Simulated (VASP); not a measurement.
Output of a VASP run:

File OUTCAR:
```
 ion  position               nearest neighbor table
   1  0.665  0.665  0.000-   2 2.59   3 2.61   3 2.61   3 2.61   3 2.61   3 2.63   2 2.63   2 2.63
                             2 2.63   2 2.63
   2  0.335  0.335  0.000-   1 2.59   3 2.61   3 2.61   3 2.61   3 2.61   3 2.63   1 2.63   1 2.63
                             1 2.63   1 2.63
   3  0.000  0.000  0.000-   1 2.61   1 2.61   1 2.61   2 2.61   1 2.61   2 2.61   2 2.61   2 2.61
                             1 2.63   2 2.63
  LATTYP: Found a body centered tetragonal cell.
 ALAT       =     3.2100000000
 C/A-ratio  =     2.4454828660
 Subroutine PRICEL returns:
 Original cell was already a primitive cell.
 Subroutine GETGRP returns: Found 16 space group operations
The static configuration has the point symmetry D_4h.
The dynamic configuration has the point symmetry D_4h.
 Subroutine INISYM returns: Found 16 space group operations
 Subroutine IBZKPT returns following result:
 Found    163 irreducible k-points:

 Following reciprocal coordinates:
            Coordinates               Weight
  0.000000  0.000000  0.000000      1.000000
  0.083333  0.000000  0.000000      8.000000
  0.166667  0.000000  0.000000      8.000000
  0.250000 -0.000000  0.000000      8.000000
  0.333333  0.000000  0.000000      8.000000
  0.416667 -0.000000  0.000000      8.000000
  0.500000 -0.000000  0.000000      4.000000
  0.083333  0.083333  0.000000      8.000000
  0.166667  0.083333  0.000000     16.000000
  0.250000  0.083333  0.000000     16.000000
  0.333333  0.083333  0.000000     16.000000
  0.416667  0.083333  0.000000     16.000000
  0.500000  0.083333  0.000000     16.000000
 -0.416667  0.083333 -0.000000     16.000000
 -0.333333  0.083333 -0.000000     16.000000
 -0.250000  0.083333 -0.000000     16.000000
 -0.166667  0.083333  0.000000     16.000000
 -0.083333  0.083333  0.000000      4.000000
  0.166667  0.166667  0.000000      8.000000
  0.250000  0.166667  0.000000     16.000000
  0.333333  0.166667  0.000000     16.000000
  0.416667  0.166667  0.000000     16.000000
  0.500000  0.166667  0.000000     16.000000
 -0.416667  0.166667 -0.000000     16.000000
 -0.333333  0.166667 -0.000000     16.000000
 -0.250000  0.166667 -0.000000     16.000000
 -0.166667  0.166667  0.000000      4.000000
  0.250000  0.250000  0.000000      8.000000
  0.333333  0.250000  0.000000     16.000000
  0.416667  0.250000  0.000000     16.000000
  0.500000  0.250000  0.000000     16.000000
 -0.416667  0.250000 -0.000000     16.000000
 -0.333333  0.250000 -0.000000     16.000000
 -0.250000  0.250000  0.000000      4.000000
  0.333333  0.333333  0.000000      8.000000
  0.416667  0.333333  0.000000     16.000000
  0.500000  0.333333  0.000000     16.000000
 -0.416667  0.333333 -0.000000     16.000000
 -0.333333  0.333333  0.000000      4.000000
  0.416667  0.416667  0.000000      8.000000
   k-points           NKPTS =    163   k-points in BZ     NKDIM =    163   number of bands    NBANDS=     15
   number of dos      NEDOS =    301   number of ions     NIONS =      3
   total plane-waves  NPLWV =  46656
   dimension x,y,z NGX =    36 NGY =   36 NGZ =   36
   dimension x,y,z NGXF=    72 NGYF=   72 NGZF=   72
   ions per type =               2   1
   PREC   = accura    normal or accurate (medium, high low for compatibility)
   ISTART =      0    job   : 0-new  1-cont  2-samecut
   ICHARG =      2    charge: 1-file 2-atom 10-const
   ISPIN  =      1    spin polarized calculation?
   LNONCOLLINEAR =      F non collinear calculations
   LSORBIT =      F    spin-orbit coupling
   INIWAV =      1    electr: 0-lowe 1-rand  2-diag
   ENCUT  =  500.0 eV  36.75 Ry    6.06 a.u.   8.27  8.27  8.27*2*pi/ulx,y,z
   NELM   =    100;   NELMIN=  2; NELMDL= -5     # of ELM steps
   EDIFF  = 0.1E-05   stopping-criterion for ELM
   LREAL  =      F    real-space projection
   NLSPLINE    = F    spline interpolate recip. space projectors
   LMAXMIX     =    4 max onsite mixed and CHGCAR
...
```

**OSZICAR**
```
       N       E                     dE             d eps       ncg     rms          rms(c)
DAV:   1     0.119064259470E+03    0.11906E+03   -0.11252E+04  4890   0.135E+03
DAV:   2    -0.212282979606E+02   -0.14029E+03   -0.13839E+03  5996   0.330E+02
DAV:   3    -0.241554587766E+02   -0.29272E+01   -0.28695E+01  6536   0.431E+01
DAV:   4    -0.241695386240E+02   -0.14080E-01   -0.14069E-01  5632   0.352E+00
DAV:   5    -0.241696628526E+02   -0.12423E-03   -0.12423E-03  6507   0.305E-01    0.213E+01
DAV:   6    -0.234218219474E+02    0.74784E+00   -0.75447E+00  5702   0.188E+01    0.466E+00
DAV:   7    -0.232942644756E+02    0.12756E+00   -0.11456E+00  5521   0.684E+00    0.445E+00
DAV:   8    -0.232596652254E+02    0.34599E-01   -0.12092E-01  5863   0.291E+00    0.456E-01
DAV:   9    -0.232590032324E+02    0.66199E-03   -0.22600E-03  6003   0.430E-01    0.251E-01
DAV:  10    -0.232589694607E+02    0.33772E-04   -0.72498E-04  5891   0.253E-01    0.573E-02
DAV:  11    -0.232589560748E+02    0.13386E-04   -0.27548E-04  5807   0.132E-01    0.416E-02
DAV:  12    -0.232589504939E+02    0.55808E-05   -0.30238E-05  5499   0.406E-02    0.932E-03
DAV:  13    -0.232589500615E+02    0.43246E-06   -0.10185E-06  3391   0.691E-03
   1 F= -.23258950E+02 E0= -.23258793E+02  d E =-.470416E-03
```

OUTCAR:
```
------------------------ aborting loop because EDIFF is reached ----------------------------------------
  FORCE on cell =-STRESS in cart. coord.  units (eV):
  Direction    XX          YY          ZZ          XY          YZ          ZX
  --------------------------------------------------------------------------------------
  Total        0.3822712      0.3822712      0.5216481      0.0000000     -0.0000000      0.0000000
  in kB       15.1437167     15.1437167     20.6651455      0.0000000     -0.0000000      0.0000000
  external PRESSURE =      16.9841930 kB  Pullay stress =       0.0000000 kB
  volume of cell :       40.44
      direct lattice vectors                 reciprocal lattice vectors
    -1.605000000  1.605000000  3.925000000     0.000000000  0.311526480  0.127388535
     1.605000000 -1.605000000  3.925000000     0.311526480  0.000000000  0.127388535
     1.605000000  1.605000000 -3.925000000     0.311526480  0.311526480  0.000000000
 POSITION                                       TOTAL-FORCE (eV/Angst)
 -----------------------------------------------------------------------------------
      0.00000      0.00000      5.22025        -0.000000     -0.000000      0.013671
      0.00000      0.00000      2.62975        -0.000000     -0.000000     -0.013671
      0.00000      0.00000      0.00000         0.000000      0.000000     -0.000000
 -----------------------------------------------------------------------------------
    total drift:                                0.000000     -0.000000     -0.000000
  FREE ENERGIE OF THE ION-ELECTRON SYSTEM (eV)
  ---------------------------------------------------
  free  energy   TOTEN  =       -23.2589500615 eV

  energy  without entropy=      -23.2584796455  energy(sigma->0) =      -23.25879326
```
(Selected blocks of OUTCAR.)

**POSCAR**
```
MoSi2
1
   -1.6050000000     1.6050000000     3.9250000000
    1.6050000000    -1.6050000000     3.9250000000
    1.6050000000     1.6050000000    -3.9250000000
Si Mo
2 1
Direct
  0.6650000000   0.6650000000   0.0000000000
  0.3350000000   0.3350000000   0.0000000000
  0.0000000000   0.0000000000   0.0000000000
```

Task: Write an INCAR and KPOINTS that could have produced this output.

Result: This is not unique; one that fits is the input of the run itself, PBE GGA, plane waves, VASP's PBE PAW potentials (set 64).

INCAR:
```
SYSTEM = MoSi2
PREC = Accurate; ENCUT = 500; LREAL = .FALSE.
LASPH = .TRUE.
EDIFF = 1E-6; NELM = 100; ALGO = Normal
LMAXMIX = 4
ISMEAR = 1; SIGMA = 0.1
GGA = PE
ISIF = 2
LWAVE = .FALSE.; LCHARG = .FALSE.
```

**KPOINTS**
```
Automatic mesh
0
Gamma
12 12 12
0 0 0
```

POTCAR, in this order: Si Mo_sv (PBE.64 set). Program: vasp_std.

The compound is MoSi2 in the MoSi2 type structure. The cell was not relaxed at this level. The run is one of a series of settings (ENCUT = 500 against the base run), some of them coarse on purpose.
